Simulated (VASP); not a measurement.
Here is the system:

```
CELL_PARAMETERS angstrom
     -3.24501     4.54876     2.93253
      3.24501    -4.54876     2.93253
      3.24501     4.54876    -2.93253
ATOMIC_POSITIONS crystal
  Si 0.75000 0.75000 0.00000
  Si 0.25000 0.25000 0.00000
  Se 0.36852 0.69917 0.06770
  Se 0.63148 0.30083 0.93230
  Se 0.13148 0.19917 0.33065
  Se 0.86852 0.80083 0.66935
```

Method: PBEsol GGA, VASP's PBE PAW potentials (set 64) (plane waves; VASP). Numerical set-up: 400 eV cut-off, 5×5×5 Γ-centred mesh, Gaussian smearing of 0.050 eV, potentials Si Se.

Without a dispersion term in the relaxation, distances and binding between the weakly bound layers, chains or molecules are unreliable, and so is what depends on them.

Q: What does the run give for the energy per atom (σ→0)?

A: 
* **energy per atom (σ→0)**: -4.887 eV/atom

Only differences to runs with the same potentials and settings are physical.

The structure comes from a computed database's SiSe2 entry (Ibam); how it stands against other phases isn't given here. It was relaxed first, which changed the volume by -8 %. The start is the result of an earlier pass.
